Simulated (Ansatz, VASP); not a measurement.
# HfGe2N4 (HfGe2N4 monolayer) in two plane-wave programs

Wanted: the spread between two codes on one cell, functional and k mesh. The structure shown is the start of the Ansatz relaxation below; VASP solves that cell, so the two are compared at the walk's first step.

Main program and level: Ansatz 0.2.0; plane waves, with VASP 6.6.1 beside it; single point at LDA.

### 1. Starting point

The cell holds 7 atoms: 4 N, 2 Ge and 1 Hf. Cell: a = 3.020 Å, b = 3.020 Å, c = 39.294 Å, α = 90.0°, β = 90.0°, γ = 120.0°. Vacuum lies along c. The height across the vacuum is the one that the program set for its solve, not the one typed.

Structure file:

```xyz
7
Lattice="3.0200 0.0000 0.0000 -1.5100 2.6154 0.0000 0.0000 0.0000 39.2939" Properties=species:S:1:pos:R:3
N     0.0000    0.0000    9.0000
N     0.0000    1.7436   11.4278
N     0.0000    1.7436   14.3192
N     0.0000    0.0000   16.7470
Ge    0.0000    1.7436    9.5878
Ge    0.0000    1.7436   16.1592
Hf    0.0000    0.0000   12.8735
```

### 2. Ansatz: relaxation, LDA

Ansatz runs on its default PAW (the set named soft_2) files.

The two programs are compared at the cell with which this relaxation starts, whose forces are those of its first step.

File input.yaml:

```yaml
crystal:
  lattice:
    - [3.02, 0.0, 0.0]
    - [-1.51, 2.6153967194, 0.0]
    - [0.0, 0.0, 25.7469581155]
  atoms:
    - { symbol: "N", position: [0.0, 0.0, 0.3495558566] }
    - { symbol: Ge, position: [0.3333333333, 0.6666666667, 0.3723843447] }
    - { symbol: "N", position: [0.3333333333, 0.6666666667, 0.4438490976] }
    - { symbol: Hf, position: [0.0, 0.0, 0.5] }
    - { symbol: "N", position: [0.3333333333, 0.6666666667, 0.5561509024] }
    - { symbol: Ge, position: [0.3333333333, 0.6666666667, 0.6276156553] }
    - { symbol: "N", position: [0.0, 0.0, 0.6504441434] }
  periodic: [true, true, false]
kpoints:
  mp_grid: { grid: [12, 12, 1] }
hamiltonian:
  xc: lda
scf:
  occupations: { method: fermi_dirac, width: 0.05 }
  convergence: { dr2_threshold: 1.0e-09 }
relax:
  f_tol: 0.004
  max_steps: 90
  cell: {}
output:
  write_potential: true
  write_density: true
  volumetric_format: npy
```

Command:

```sh
ansatz run input.yaml --threads 4 --pin off --max-ram 6144MiB --backend cpu --events-out ev --progress --plain --runs-dir out
```

Numbers of over 12 decimals in the logs are rounded to 6 here.

Log:

```text
Warning: crystal.periodic: the lattice vector that does not repeat stood 0.000° off the slab's normal, 25.747 Å along it as the deck builds it. The run solves the slab on a vector along the normal, 39.294 Å long, with every atom where it was (on the deck's vector they left 18.00 Å outside them, and the widest stretch free of ions among them is 1.84 Å). A fractional position that the run reports is one of the run's ce [...]
Warning: relax.cell: scf.convergence.dr2_threshold = 1e-9 eV is looser than the 2.22254309795e-10 eV advised for a relaxation that steers and ends on the stress (1e-10 eV for each atom of the cell: 7, times the square of relax.cell.stress_2d_tol = 0.05 N/m over 17.7 Å (the atoms' height at the walk's start and 5 Å past either face), 2.817e-2 GPa, over a crystal's default 0.05). What an SCF threshold leaves in a stress goes as its square root, and in the free energy as the threshold itself, and one threshold admits the most on a small cell: [figures from the program's tests cut] Set scf.convergence.dr2_threshold to 2.22254309795e-10 eV or tighter. [rest of the remark cut]
crystal.periodic: the lattice vector that does not repeat stood 0.000° off the slab's normal, 25.747 Å along it as the deck builds it. The run solves the slab on a vector along the normal, 39.294 Å long, with every atom where it was (on the deck's vector they left 18.00 Å outside them, and the widest stretch free of ions among them is 1.84 Å). A fractional position that the run reports is one of the run's cell, which [...]
Engine: ansatz 0.2.0, aarch64-unknown-linux-gnu
Pseudopotentials: kind: paw
Pseudopotential: N, paw, valence charge 5, recommended cutoff 420 eV (normal), N.paw.azcp
Pseudopotential: Ge, paw, valence charge 14, recommended cutoff 420 eV (normal), Ge.paw.azcp
Pseudopotential: Hf, paw, valence charge 26, recommended cutoff 420 eV (normal), Hf.paw.azcp
Functional definition: SPW92
  exchange = slater_x
  correlation = pw_c
Crystal: 7 atoms, lattice volume = 310.363 Å³
[...]
iter 1 solved again at ethr=1.17e-7 eV; its pass at ethr=3.10e-3 eV (dr2=8.64e-5 eV) is discarded
SCF iter   1: F=—  HF=-25407.649563 eV  |F-HF|=—  |Δ(HF+E_count)|=         —  Δρ=9.33e-5  dr2=6.38e-7  ethr=1.17e-7  ⟨swp⟩=7.1  Hψ=9958  notcnv=0
preconditioner: auto → Resta (q_TF=auto, 2.131 Å⁻¹)  ε∞=1.8  [insulator: Δε(μ)=1.808 eV  Ē_g=19.584 eV  σ=0.050 eV  W_gap=1.00  n_scr=26 (ndim 8)  ℏωp=17.5 eV  f_vac=0.739  D(μ)=0.00/eV (n_scr^D=0)  ε∞_Penn≈1.8  vacuum switching on, ρ_ref=2.8e-2 e/Å³]
SCF iter   2: F=—  HF=-25407.650822 eV  |F-HF|=—  |Δ(HF+E_count)|=   1.26e-3  Δρ=4.67e-5  dr2=1.70e-7  ethr=8.63e-10  ⟨swp⟩=4.2  Hψ=2322  notcnv=0
SCF iter   3: F=—  HF=-25407.651595 eV  |F-HF|=—  |Δ(HF+E_count)|=   7.74e-4  Δρ=8.72e-6  dr2=6.76e-8  ethr=2.30e-10  ⟨swp⟩=4.0  Hψ=1945  notcnv=0
SCF iter   4: F=—  HF=-25407.651673 eV  |F-HF|=—  |Δ(HF+E_count)|=   7.77e-5  Δρ=1.12e-6  dr2=3.64e-9  ethr=9.13e-11  ⟨swp⟩=3.3  Hψ=1897  notcnv=0
SCF iter   5: F=—  HF=-25407.651678 eV  |F-HF|=—  |Δ(HF+E_count)|=   4.82e-6  Δρ=4.59e-7  dr2=1.85e-9  ethr=1.35e-12  ⟨swp⟩=23.7  Hψ=8513  notcnv=0
SCF iter   6: F=-25407.651678 eV  HF=-25407.651678 eV  |F-HF|=1.29e-8  |Δ(HF+E_count)|=   4.65e-7  Δρ=1.38e-7  dr2=1.24e-10  ethr=1.35e-12  ⟨swp⟩=12.5  Hψ=6200  notcnv=0
SCF 9 converged in 6 iterations: F = -25407.651678 eV  dr2 = 1.24e-10
relax step   9: F+E_penalty+E_count = -25407.65167821 eV  Δ(F+E_penalty+E_count) = -4.973e-4 eV  max|allowed force component| = 1.075e-3 eV/Å  Δτ_max = 0.0000 Å  P = +0.014 N/m  Ω = 325.630 Å³  fix = [c, alpha, beta]  reactions: c +0.000 N/m  stress off target by 1.41e-2 N/m on what of the cell is left free  SCF on the basis re-selected at this cell (its energy is not comparable with the rows above)  (6 SCF iters)
basis re-selected at this cell: Δ(F+E_penalty+E_count) = -4.973e-4 eV, ΔP = +0.004 N/m vs the last step (what re-selecting the basis moved, of the pressure what is left beyond the Pulay correction that the steps carried, after the strain that the cell walked since its last selection, with what the two solves' SCF thresholds leave and, on support functions, any second-order correction that the steps lacked; it is no m [...]
WARN: The output density's exchange-correlation potential varies sharply where the density is thin. Do not read a vacuum level from v_tot or v_xc, or from such a field of the output density. On a cell that repeats whose density bears no net charge and no dipole along the vacuum's axis use v_es (v_loc + v_h of the components); under efield.dipole_correction with no amplitude use v_es + v_field, which holds any externa [...]
SCF converged after 6 iterations
Free energy (F): -25407.651678 eV
Harris-Foulkes:  -25407.651678 eV  (|F-HF|=1.29e-8)
Internal energy: -25407.651678 eV  (E = F + TS)
E sigma→0 (E₀):  -25407.651678 eV
Fermi energy:    -6.106623 eV
--- Per-component energies (eV) ---
  E_band       = -1635.724222
  E_kinetic    = 1175.529484
  E_local      = -434236.381134  (includes V_loc(G=0)·N_el)
  E_nonlocal   = -189.363166
  E_hartree    = 215817.362148
  E_xc         = -686.227806
  E_vxc        = -701.796119  (∫ρ·V_xc dr)
  E_paw        = -11051.738420  (= ΣΔE_a)
  E_vpaw       = 681.561617  (= ΣTr[D̂ρ^β])
  E_aug_tail   = 0.000648  (compensation charges beyond the density's cutoff)
  E_ewald      = 203756.572496
  E_core_change = 6.594071  (= ΣΔE_core)
  E_smearing   = -0.000000  (= −TS)
  E_closure    = 0.000000  (closes the sum)
  Σ components = -25407.651678   (vs F -25407.651678, Δ=0.00e0)
--- Forces (eV/Å), atoms counted from 1 ---
  atom   1  N      0.00000000    -0.00000000     0.00107522
  atom   2  Ge     0.00000000     0.00000000    -0.00094998
  atom   3  N     -0.00000000    -0.00000000     0.00015626
  atom   4  Hf    -0.00000000    -0.00000000     0.00000000
  atom   5  N      0.00000000    -0.00000000    -0.00015626
  atom   6  Ge     0.00000000     0.00000000     0.00094998
  atom   7  N      0.00000000    -0.00000000    -0.00107522
  max |Σ_I F_I| component: 5.55e-16 eV/Å
--- 2D stress c σ (N/m, compression-positive) ---
        0.014093       0.000000       0.000000
        0.000000       0.014093       0.000000
        0.000000       0.000000       0.000000
  P = ½ c Tr σ = 0.0141 N/m
--- Band table (eV; the first three rows and the last of 19) ---
  k-point 0: bands = ["-67.4322", "-36.3189", "-35.8733", "-35.8733", "-31.3035", "-31.3011", "-31.2703", "-31.2703", "-31.2703", "-31.2703", "-31.1136", "-31.1136", "-31.1135", "-31.1135", "-23.8204", "-23.6825", "-21.1977", "-19.4085", "-17.4033", "-17.3379", "-17.3379", "-17.3092", "-17.2853", "-17.2853", "-17.2840", "-14.0104", "-11.2638", "-9.3145", "-9.3145", "-8.9689", "-8.9689", "-8.8215", "-8.6952", "-8.6952", "-7.5864", "-7.5864", "-7.3290", "-5.1632", "-4.0284", "-2.6121", "-1.5618", "-1.0055", "-1.0055", "-0.4253", "-0.4253"]
  k-point 1: bands = ["-67.4279", "-36.3041", "-35.9465", "-35.8881", "-31.3052", "-31.3035", "-31.2667", "-31.2662", "-31.2640", "-31.2640", "-31.1165", "-31.1165", "-31.1140", "-31.1140", "-23.7082", "-23.5774", "-21.0880", "-19.4176", "-17.3974", "-17.3379", "-17.3342", "-17.3024", "-17.2917", "-17.2892", "-17.2853", "-13.9099", "-11.2970", "-9.7905", "-9.6121", "-9.3261", "-9.1636", "-9.1247", "-8.7118", "-8.7089", "-7.7672", "-7.6979", "-7.1262", "-4.7083", "-3.6876", "-3.0123", "-1.1912", "-0.9536", "-0.6972", "-0.6785", "-0.2782"]
  k-point 2: bands = ["-67.4162", "-36.2635", "-36.1411", "-35.9282", "-31.3133", "-31.3127", "-31.2539", "-31.2529", "-31.2467", "-31.2467", "-31.1245", "-31.1244", "-31.1150", "-31.1150", "-23.3789", "-23.2671", "-20.7952", "-19.4496", "-17.3827", "-17.3355", "-17.3239", "-17.3099", "-17.2969", "-17.2871", "-17.2861", "-13.6925", "-11.5993", "-10.9371", "-10.6807", "-9.8711", "-9.5445", "-9.5131", "-8.5432", "-8.5139", "-8.0297", "-7.9855", "-7.1193", "-4.3411", "-3.3458", "-3.0705", "-0.8151", "-0.8059", "-0.5941", "-0.1611", "0.0829"]
  k-point 18: bands = ["-67.3596", "-36.6564", "-36.4780", "-36.0640", "-31.3181", "-31.3181", "-31.2035", "-31.2022", "-31.1997", "-31.1996", "-31.1381", "-31.1380", "-31.1378", "-31.1372", "-20.5307", "-20.5262", "-20.1205", "-19.9517", "-17.3932", "-17.3235", "-17.3206", "-17.3013", "-17.3012", "-17.2888", "-17.2362", "-15.4245", "-15.1492", "-13.3805", "-13.2785", "-11.0624", "-10.8926", "-10.4901", "-9.3574", "-9.2386", "-9.1178", "-7.7182", "-6.9751", "-4.4754", "-1.9813", "-0.8726", "-0.5739", "-0.2212", "0.3516", "0.9699", "1.0648"]
  the weakly bound empty levels are not read free of the cell's end (no_gap_told)
--- Relaxed structure (7 steps of the walk, 7 accepted, 2 SCFs on fresh bases) ---
  F+E_penalty+E_count = -25407.65167821 eV   max|allowed force component| = 1.075e-3 eV/Å   (the final SCF, on the basis selected at the relaxed cell)
  cell:  # Å, volume = 325.6305 Å³
    - [3.093389, 0.0, 0.0]
    - [-1.546695, 2.678954, 0.0]
    - [0.0, 0.0, 39.293916]
  atoms:
    - { symbol: N, position: [0, -3.776268791417869e-18, 0.235893] }
    - { symbol: Ge, position: [0.333333, 0.666667, 0.249917] }
    - { symbol: N, position: [0.333333, 0.666667, 0.296905] }
    - { symbol: Hf, position: [0, -3.776268791417876e-18, 0.327620] }
    - { symbol: N, position: [0.333333, 0.666667, 0.358335] }
    - { symbol: Ge, position: [0.333333, 0.666667, 0.405323] }
    - { symbol: N, position: [0, -3.77626879141787e-18, 0.419347] }
```

### 3. VASP: single point, LDA, start cell

The same cell, functional (in two slightly different forms), mesh and smearing now go to VASP, with its own data sets.

Lines of VASP's logs that name or quote its potential files are left out, and so is its time.

File INCAR:

```
SYSTEM = HfGe2N4
PREC = Accurate
ENCUT = 520
EDIFF = 1E-06
NELM = 120
ISMEAR = -1
SIGMA = 0.05
LREAL = .FALSE.
ALGO = Normal
GGA = CA
NBANDS = 36
LASPH = .TRUE.
LORBIT = 11
LWAVE = .FALSE.
LCHARG = .FALSE.
ISIF = 2
LDIPOL = .TRUE.
IDIPOL = 3
DIPOL = 0.5 0.5 0.328
LVHAR = .TRUE.
GGA_COMPAT = .FALSE.
EFERMI = MIDGAP
NELMDL = -8
KPAR = 2
```

File POSCAR:

```
HfGe2N4
1.0
    3.0200000000      0.0000000000      0.0000000000
   -1.5100000000      2.6153970000      0.0000000000
    0.0000000000      0.0000000000     39.2939160000
N Ge Hf
4 2 1
Direct
    0.0000000000      0.0000000000      0.2290430916
    0.3333333333      0.6666666667      0.2908278218
    0.3333333333      0.6666666667      0.3644124958
    0.0000000000      0.0000000000      0.4261972261
    0.3333333333      0.6666666667      0.2440012342
    0.3333333333      0.6666666667      0.4112390834
    0.0000000000      0.0000000000      0.3276201588
```

File KPOINTS:

```
Automatic mesh
0
Gamma
12 12 1
0 0 0
```

Potentials, in the order of the species: N, Ge_d and Hf_pv (LDA family, release 64).

Command:

```sh
mpirun -np 2 vasp_std
```

Log:

```text
[banner, memory and clock lines left out]
running    2 mpi-ranks, on    1 nodes
 distrk:  each k-point on    1 cores,    2 groups
 distr:  one band on    1 cores,    1 groups

 POSCAR found type information on POSCAR N GeHf
 POSCAR found :  3 types and       7 ions
 LDA part: xc-table for (Slater(with rela. corr.)+CA(PZ))
 , standard interpolation
 POSCAR, INCAR and KPOINTS ok, starting setup
 FFT: planning ... GRIDC
 FFT: planning ... GRID_SOFT
 FFT: planning ... GRID
 WAVECAR not read
 entering main loop
       N       E                     dE             d eps       ncg     rms          rms(c)
DAV:   1     0.604662229193E+03    0.60466E+03   -0.28910E+04  1744   0.207E+03
DAV:   2     0.290571162151E+02   -0.57561E+03   -0.56242E+03  1760   0.562E+02
DAV:   3    -0.656635532406E+02   -0.94721E+02   -0.93612E+02  1884   0.185E+02
DAV:   4    -0.700752004611E+02   -0.44116E+01   -0.43905E+01  1768   0.504E+01
DAV:   5    -0.702364110376E+02   -0.16121E+00   -0.16093E+00  2096   0.811E+00
DAV:   6    -0.702398509473E+02   -0.34399E-02   -0.34379E-02  2100   0.101E+00
DAV:   7    -0.702399298392E+02   -0.78892E-04   -0.78863E-04  2096   0.135E-01
DAV:   8    -0.702399335659E+02   -0.37268E-05   -0.37267E-05  2012   0.246E-02    0.510E+01
DAV:   9    -0.609080379179E+02    0.93319E+01   -0.51872E+01  2064   0.510E+01    0.519E+01
DAV:  10    -0.606225304390E+02    0.28551E+00   -0.36556E+00  1660   0.853E+00    0.438E+01
DAV:  11    -0.610007139457E+02   -0.37818E+00   -0.26925E+00  1984   0.156E+01    0.553E+00
DAV:  12    -0.602813226196E+02    0.71939E+00   -0.43432E+00  1884   0.104E+01    0.851E+00
DAV:  13    -0.602575445616E+02    0.23778E-01   -0.18939E-01  1740   0.315E+00    0.403E+00
DAV:  14    -0.602550600799E+02    0.24845E-02   -0.19104E-02  2232   0.756E-01    0.321E+00
[...]
DAV:  24    -0.602505607772E+02   -0.48402E-04   -0.37630E-06  1216   0.610E-03    0.130E-02
DAV:  25    -0.602505801396E+02   -0.19362E-04   -0.29496E-07  1140   0.293E-03    0.266E-03
DAV:  26    -0.602506026773E+02   -0.22538E-04   -0.10340E-06  1160   0.362E-03    0.628E-03
DAV:  27    -0.602506068029E+02   -0.41257E-05   -0.80280E-08  1032   0.167E-03    0.442E-03
DAV:  28    -0.602506091492E+02   -0.23463E-05   -0.33431E-08   964   0.101E-03    0.188E-03
DAV:  29    -0.602506115912E+02   -0.24420E-05   -0.55432E-08  1024   0.109E-03    0.338E-04
DAV:  30    -0.602506129418E+02   -0.13506E-05   -0.34095E-08  1000   0.947E-04    0.755E-04
DAV:  31    -0.602506132131E+02   -0.27136E-06   -0.74199E-09   876   0.573E-04
   1 F= -.60250613E+02 E0= -.60250562E+02  d E =-.103196E-03
```

(Continued in part 2 of 2.)

[Lines on the potential files, build, host, timing and source positions are cut from VASP's logs without a mark.]

[Logs are printed without paths, hosts, clocks, repeated set-up lines and the standing remarks that a program may print on its own settings, such as how far it seeks lower states.]

[Hosts, paths, dates, database ids (printed as entryN), source tags and the programs' standing remarks are cut or masked in the printed files.]
